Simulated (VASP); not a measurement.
These are PBEsol GGA, VASP's PBE PAW potentials (set 64) (plane waves; VASP) values and carry that method's errors.

Input for VASP

KPOINTS:
```
Automatic mesh
0
G
  8 11 1
```

**POSCAR**
```
C(110) slab
1
    3.5564601480     0.0000000000     0.0000000000
    0.0000000000     2.5147971988     0.0000000000
    0.0000000000     0.0000000000    25.0148664571
C
16
Direct
  0.1544213843   0.0000000000   0.6691817877
  0.3455786157   0.5000000000   0.6691817877
  0.6347895559   0.5000000000   0.6269046170
  0.8652104441   0.0000000000   0.6269046170
  0.1257756311   0.0000000000   0.5753365881
  0.3742243689   0.5000000000   0.5753365881
  0.6255211690   0.5000000000   0.5252288181
  0.8744788310   0.0000000000   0.5252288181
  0.1255211690   0.0000000000   0.4747711819
  0.3744788310   0.5000000000   0.4747711819
  0.6257756311   0.5000000000   0.4246634119
  0.8742243689   0.0000000000   0.4246634119
  0.1347895559   0.0000000000   0.3730953830
  0.3652104441   0.5000000000   0.3730953830
  0.6544213843   0.5000000000   0.3308182123
  0.8455786157   0.0000000000   0.3308182123
```

**INCAR**
```
! general
SYSTEM = C(110) slab
PREC   = Normal
ENCUT  = 450   ! plane-wave cut-off (eV)
LREAL  = F   ! projection in real space or not
LASPH  = T   ! aspherical one-centre terms

! electronic loop
EDIFF  = 1E-6   ! SCF stop (eV)
NELM   = 100
NELMIN = 4
ALGO   = Normal

! smearing
ISMEAR = 1   ! Methfessel-Paxton
SIGMA  = 0.1

! functional
GGA    = PS

! output
LWAVE  = F
LCHARG = F
LORBIT = 11   ! lm-projected
LVHAR  = T

! other
LDIPOL = T
IDIPOL = 3
DIPOL  = 0.5 0.5 0.5
```

POTCAR, in this order: C (PBE.64 set). Program: vasp_std. Read from the step before: WAVECAR.

Output of the run:

**OSZICAR**
```
       N       E                     dE             d eps       ncg     rms          rms(c)
DAV:   1    -0.147782535391E+03   -0.14778E+03   -0.23067E-07  1857   0.308E-03    0.280E-04
DAV:   2    -0.147782535388E+03    0.26193E-08   -0.74696E-08  1839   0.187E-03    0.194E-04
DAV:   3    -0.147782535390E+03   -0.21464E-08   -0.29518E-08  1808   0.111E-03    0.164E-04
DAV:   4    -0.147782535393E+03   -0.30127E-08   -0.14902E-08  1658   0.636E-04
   1 F= -.14778254E+03 E0= -.14778219E+03  d E =-.103727E-02
```

OUTCAR:
```
------------------------ aborting loop because EDIFF is reached ----------------------------------------
  FORCE on cell =-STRESS in cart. coord.  units (eV):
  Direction    XX          YY          ZZ          XY          YZ          ZX
  --------------------------------------------------------------------------------------
  Total       15.9582637     -3.8559220     -0.8054554      0.0000000      0.0000000      0.0000000
  in kB      114.2818113    -27.6133897     -5.7681024      0.0000000      0.0000000      0.0000000
  external PRESSURE =      26.9667731 kB  Pullay stress =       0.0000000 kB
  volume of cell :      223.73
      direct lattice vectors                 reciprocal lattice vectors
     3.556460148  0.000000000  0.000000000     0.281178464  0.000000000  0.000000000
     0.000000000  2.514797199  0.000000000     0.000000000  0.397646379  0.000000000
     0.000000000  0.000000000 25.014866457     0.000000000  0.000000000  0.039976228
 POSITION                                       TOTAL-FORCE (eV/Angst)
 -----------------------------------------------------------------------------------
      0.54919      0.00000     16.73949         0.016286      0.000000     -0.012306
      1.22904      1.25740     16.73949        -0.016286      0.000000     -0.012306
      2.25760      1.25740     15.68194        -0.024249      0.000000     -0.006100
      3.07709      0.00000     15.68194         0.024249      0.000000     -0.006100
      0.44732      0.00000     14.39197         0.007693      0.000000      0.006063
      1.33091      1.25740     14.39197        -0.007693      0.000000      0.006063
      2.22464      1.25740     13.13853        -0.013732      0.000000     -0.001959
      3.11005      0.00000     13.13853         0.013732      0.000000     -0.001959
      0.44641      0.00000     11.87634        -0.013732      0.000000      0.001959
      1.33182      1.25740     11.87634         0.013732      0.000000      0.001959
      2.22555      1.25740     10.62290         0.007693      0.000000     -0.006063
      3.10914      0.00000     10.62290        -0.007693      0.000000     -0.006063
      0.47937      0.00000      9.33293        -0.024249      0.000000      0.006100
      1.29886      1.25740      9.33293         0.024249      0.000000      0.006100
      2.32742      1.25740      8.27537         0.016286      0.000000      0.012306
      3.00727      0.00000      8.27537        -0.016286      0.000000      0.012306
 -----------------------------------------------------------------------------------
    total drift:                               -0.000000      0.000000     -0.000000
  FREE ENERGIE OF THE ION-ELECTRON SYSTEM (eV)
  ---------------------------------------------------
  free  energy   TOTEN  =      -147.7825353934 eV

  energy  without entropy=     -147.7814981200  energy(sigma->0) =     -147.78218964

 total charge

# of ion       s       p       d       tot
------------------------------------------
    1        0.854   1.759   0.000   2.612
    2        0.854   1.759   0.000   2.612
    3        0.840   1.769   0.000   2.609
    4        0.840   1.769   0.000   2.609
    5        0.830   1.731   0.000   2.562
    6        0.830   1.731   0.000   2.562
    7        0.828   1.747   0.000   2.575
    8        0.828   1.747   0.000   2.575
    9        0.828   1.747   0.000   2.575
   10        0.828   1.747   0.000   2.575
   11        0.830   1.731   0.000   2.562
   12        0.830   1.731   0.000   2.562
   13        0.840   1.769   0.000   2.609
   14        0.840   1.769   0.000   2.609
   15        0.854   1.759   0.000   2.612
   16        0.854   1.759   0.000   2.612
--------------------------------------------------
tot         13.406  28.024   0.000  41.430
```
(Selected blocks of OUTCAR.)

File OUTCAR:
```
 val. band max:        0.9076683589   @ k =   0.0000   0.0000   0.0000

 cond. band min:       0.9583590151   @ k =   0.5000   0.4545   0.0000


 Fermi energy:         0.9323355854

 k-point     1 :       0.0000    0.0000    0.0000
  band No.  band energies     occupation
      1     -21.2687      2.00000
      2     -20.5623      2.00000
      3     -19.3963      2.00000
      4     -17.5414      2.00000
      5     -15.2249      2.00000
      6     -13.3099      2.00000
      7     -12.6133      2.00000
      8     -12.5138      2.00000
      9     -12.4500      2.00000
     10     -11.8066      2.00000
     11     -10.7854      2.00000
     12      -8.9918      2.00000
     13      -8.8250      2.00000
     14      -8.5649      2.00000
     15      -7.2627      2.00000
     16      -6.4860      2.00000
     17      -6.4333      2.00000
     18      -6.2833      2.00000
     19      -6.0102      2.00000
     20      -5.3983      2.00000
     21      -5.2136      2.00000
     22      -4.5406      2.00000
     23      -3.9095      2.00000
     24      -3.8102      2.00000
     25      -2.5767      2.00000
     26      -2.2444      2.00000
     27      -1.6638      2.00000
     28      -1.4511      2.00000
     29      -0.8884      2.00000
     30      -0.2308      2.00000
     31       0.1987      2.00000
     32       0.9077      1.40375
     33       3.3454      0.00000
     34       3.9776      0.00000
     35       4.9930      0.00000
     36       5.5458      0.00000
     37       5.6884      0.00000
     38       5.8258      0.00000
     39       6.1927      0.00000
     40       6.4800      0.00000
     41       6.4828      0.00000

 k-point     2 :       0.1250    0.0000    0.0000
  band No.  band energies     occupation
      1     -21.1239      2.00000
      2     -20.4197      2.00000
      3     -19.2577      2.00000
      4     -17.4126      2.00000
      5     -15.1486      2.00000
      6     -14.4474      2.00000
      7     -13.9318      2.00000
...
```

At this cut-off the stress carries a Pulay error, which pulls relaxed volumes low.

The cell is a thin slab with vacuum, built from C (diamond): (110) face.
